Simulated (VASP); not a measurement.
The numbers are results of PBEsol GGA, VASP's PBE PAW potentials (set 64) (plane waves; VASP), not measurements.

Input for VASP

KPOINTS:
```
Automatic mesh
0
G
 16 16 12
```

### POSCAR
```
ZrB2
7.104780
  0.4458294275   0.0000000000   0.0000000000
 -0.2229147138   0.3860996400   0.0000000000
  0.0000000000   0.0000000000   0.5000000000
Zr B
1 2
Cartesian
  0.0000000000   0.0000000000   0.0000000000
 -0.0000002229   0.2573998887   0.2500000000
  0.2229149367   0.1286997513   0.2500000000
```

### INCAR
```
SYSTEM = ZrB2
PREC = Accurate
ENCUT = 400
EDIFF = 1E-6
NELM = 100
ALGO = Normal
LREAL = .FALSE.
LASPH = .TRUE.
ISMEAR = -1
SIGMA = 0.136
GGA = PS
LMAXMIX = 4
LWAVE = .FALSE.
LCHARG = .FALSE.
ISIF = 2
```

POTCAR, in this order: Zr_sv B (PBE.64 set). Program: vasp_std.

At this cut-off the stress carries a Pulay error, which pulls relaxed volumes low.

### Question
Estimate the energy per atom (σ→0), pressure, band gap (on the k-mesh).

### Answer

```yaml
energy per atom (σ→0): -8.797 eV/atom
band gap (on the k-mesh): none (metal, semimetal or under 0.01 eV)
pressure: -4.64 GPa
```

File OSZICAR:
```
...
DAV:   7    -0.264044197789E+02    0.37464E-01   -0.85086E-01  8327   0.600E+00    0.322E+00
DAV:   8    -0.264024358747E+02    0.19839E-02   -0.97137E-02  6497   0.284E+00    0.748E-01
DAV:   9    -0.263995608994E+02    0.28750E-02   -0.17110E-02  6899   0.106E+00    0.143E-01
DAV:  10    -0.263994847587E+02    0.76141E-04   -0.95957E-04  6938   0.292E-01    0.417E-02
DAV:  11    -0.263994932530E+02   -0.84943E-05   -0.29721E-05  7576   0.608E-02    0.133E-02
DAV:  12    -0.263994922084E+02    0.10445E-05   -0.15597E-06  4929   0.131E-02    0.432E-03
DAV:  13    -0.263994921531E+02    0.55350E-07   -0.67812E-07  3590   0.760E-03
   1 F= -.26399492E+02 E0= -.26391045E+02  d E =-.168934E-01
```

The structure comes from a computed database's ZrB2 entry; how it stands against other phases isn't given here. The cell was not relaxed at this level. The run is one of a series of settings (GGA = PS against the base run), some of them coarse on purpose.
